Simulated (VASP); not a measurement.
Data:

```xyz
2
Lattice="0.0000 2.6809 2.6809 2.6809 0.0000 2.6809 2.6809 2.6809 0.0000" Properties=species:S:1:pos:R:3 pbc="T T T"
Mg     0.0000     0.0000     0.0000
Se     2.6809     2.6809     2.6809
```

Level of theory: optB86b-vdW, VASP's PBE PAW potentials (set 64) (plane waves; VASP). Numerical set-up: 520 eV cut-off, 8×8×8 Γ-centred mesh, Gaussian smearing of 0.050 eV, potentials Mg Se.

Task: Give the stress tensor in GPa (positive for a compressed cell).

Result: 
```
4.52  0.00  0.00
0.00  4.52  0.00
0.00  0.00  4.52
```
The pressure is its mean diagonal, 4.52 GPa.

The compound is MgSe in the rock salt structure. This cell is one point of a volume scan, at 0.94 of the reference volume.
